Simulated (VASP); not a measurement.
Data:

```xyz
2
Lattice="3.9573 -2.1550 0.0000 3.9573 2.1550 0.0000 2.7838 0.0000 3.5433" Properties=species:S:1:pos:R:3 pbc="T T T"
Sb     2.4981     0.0000     0.8274
Sb     8.2004     0.0000     2.7159
```

Calculation: PW91 GGA, VASP's PBE PAW potentials (set 64) (plane waves; VASP). Numerical set-up: 520 eV cut-off, 9×9×9 Γ-centred mesh, first-order Methfessel-Paxton smearing of 0.10 eV, potentials Sb.

Energy and stress use the plane-wave basis of the starting cell.

Problem. The ions, cell shape and volume are relaxed. Give the cell that the relaxation ends in.

Solution. 
```xyz
2
Lattice="4.0357 -2.1920 0.0034 4.0357 2.1920 0.0034 2.8420 0.0000 3.6076" Properties=species:S:1:pos:R:3 pbc="T T T"
Sb     2.5428     0.0000     0.8422
Sb     8.3705     0.0000     2.7723
```
Space group R-3m (166), at a tolerance of 0.03 Å.

Problem. How do energy and volume change from the first to the last step?

Solution. The energy (σ→0) changes by -14.4 meV/atom and the volume by +5.5 %, in 7 ionic steps.

The compound is Sb in the a7 structure. This run relaxes it. Symmetry was kept, so distortions that lower it aren't found.
